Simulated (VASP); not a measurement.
Output of a VASP run:

OSZICAR:
```
       N       E                     dE             d eps       ncg     rms          rms(c)
DAV:   1     0.345369268685E+02    0.34537E+02   -0.56118E+03  3101   0.199E+03
DAV:   2    -0.422388899424E+01   -0.38761E+02   -0.36672E+02  2989   0.191E+02
DAV:   3    -0.463110374382E+01   -0.40721E+00   -0.40541E+00  3712   0.287E+01
DAV:   4    -0.463369331978E+01   -0.25896E-02   -0.25890E-02  3617   0.199E+00
DAV:   5    -0.463372358881E+01   -0.30269E-04   -0.30270E-04  3530   0.169E-01    0.770E+00
DAV:   6    -0.408111585077E+01    0.55261E+00   -0.16656E+01  3123   0.954E+01    0.380E+00
DAV:   7    -0.373312810408E+01    0.34799E+00   -0.25659E+00  3151   0.371E+01    0.626E-01
DAV:   8    -0.372078262918E+01    0.12345E-01   -0.51047E-03  3866   0.993E-01    0.258E-01
DAV:   9    -0.371958877996E+01    0.11938E-02   -0.82393E-03  3329   0.196E+00    0.272E-02
DAV:  10    -0.371959384914E+01   -0.50692E-05   -0.21972E-05  4269   0.858E-02    0.116E-02
DAV:  11    -0.371959147131E+01    0.23778E-05   -0.38886E-06  2728   0.438E-02    0.255E-04
DAV:  12    -0.371959165353E+01   -0.18222E-06   -0.44954E-08  1639   0.295E-03
   1 F= -.33579879E+01 E0= -.33580426E+01  d E =-.335799E+01
```

### OUTCAR
```
------------------------ aborting loop because EDIFF is reached ----------------------------------------
  FORCE on cell =-STRESS in cart. coord.  units (eV):
  Direction    XX          YY          ZZ          XY          YZ          ZX
  --------------------------------------------------------------------------------------
  Total        0.3575274      0.3575274      0.3575274      0.0000000     -0.0000000     -0.0000000
  in kB       49.4363445     49.4363445     49.4363445      0.0000000     -0.0000000     -0.0000000
  external PRESSURE =      -0.5636555 kB  Pullay stress =      50.0000000 kB
  volume of cell :       11.59
      direct lattice vectors                 reciprocal lattice vectors
     0.000000000  1.796033849  1.796033849    -0.278391190  0.278391190  0.278391190
     1.796033849  0.000000000  1.796033849     0.278391190 -0.278391190  0.278391190
     1.796033849  1.796033849  0.000000000     0.278391190  0.278391190 -0.278391190
 POSITION                                       TOTAL-FORCE (eV/Angst)
 -----------------------------------------------------------------------------------
      0.00000      0.00000      0.00000         0.000000     -0.000000      0.000000
 -----------------------------------------------------------------------------------
    total drift:                               -0.000000     -0.000000     -0.000000
  FREE ENERGIE OF THE ION-ELECTRON SYSTEM (eV)
  ---------------------------------------------------
  free  energy   TOTEN  =        -3.7195916535 eV

  energy  without entropy=       -3.7197559370  energy(sigma->0) =       -3.71964641
  enthalpy is  TOTEN    =        -3.3579878666 eV   P V=        0.3616037869

 reached required accuracy - stopping structural energy minimisation
```
(Selected blocks of OUTCAR.)

**POSCAR**
```
Cu
1
    0.0000000000     1.7960338495     1.7960338495
    1.7960338495     0.0000000000     1.7960338495
    1.7960338495     1.7960338495    -0.0000000000
Cu
1
Direct
  0.0000000000   0.0000000000   0.0000000000
```

### Question
Reconstruct the remaining input files.

### Answer
This is not unique; one that fits is the input of the run itself, PBE GGA, plane waves, VASP's PBE PAW potentials (set 64).

**KPOINTS**
```
Automatic mesh
0
Gamma
17 17 17
0 0 0
```

INCAR:
```
# general
SYSTEM =Cu
PREC   =Accurate
ENCUT  =500   # plane-wave cut-off (eV)
LREAL  =.FALSE.   # projection in real space or not
LASPH  =.TRUE.   # aspherical one-centre terms

# electronic loop
EDIFF  =1E-6
NELM   =100   # most electronic steps
ALGO   =Normal
LMAXMIX=4

# smearing
ISMEAR =1   # Methfessel-Paxton
SIGMA  =0.1   # width (eV)

# functional
GGA    =PE   # PBE

# ions
IBRION =2   # conjugate gradients
NSW    =40
ISIF   =3   # ions, shape and volume
EDIFFG =-0.02   # ionic stop
PSTRESS=50

# output
LWAVE  =.FALSE.
LCHARG =.FALSE.
```

POTCAR, in this order: Cu (PBE.64 set). Program: vasp_std.

The compound is Cu in the fcc structure. It was relaxed first under an external pressure of 5 GPa.
